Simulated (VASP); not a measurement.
Energy against volume of CaF2 (fluorite). Method: r2SCAN+rVV10, VASP's PBE PAW potentials (set 64) (plane waves; VASP).

```
V (Å³/atom)  E (eV/atom)
-----------  -----------
12.523          -8.37881
12.923          -8.39223
13.323          -8.39739
13.723          -8.39532
14.122          -8.38720
```

Task: Fit a third-order Birch-Murnaghan equation of state.

Result: 
The volume per atom is 13.40 Å³/atom and the bulk modulus is 92.9 GPa. The pressure derivative of the bulk modulus is 4.11 and the lattice constant a is 5.438 Å.

Measured: bulk modulus 83.0 GPa (computed value off by +12.0 %), as given by On the Morphology of Group II Metal Fluoride Nanocrystals at Finite Temperature and Partial Pressure of HF, PMC6154342; a 5.466 Å (computed value off by -0.5 %), as given by M. Råsander et al., The Journal of Chemical Physics (2015), arXiv:1505.02379. The calculation is for a static lattice, while the measured bulk modulus, a hold thermal and zero-point effects, which are part of the difference.

The compound is CaF2 in the fluorite structure. It was relaxed first.
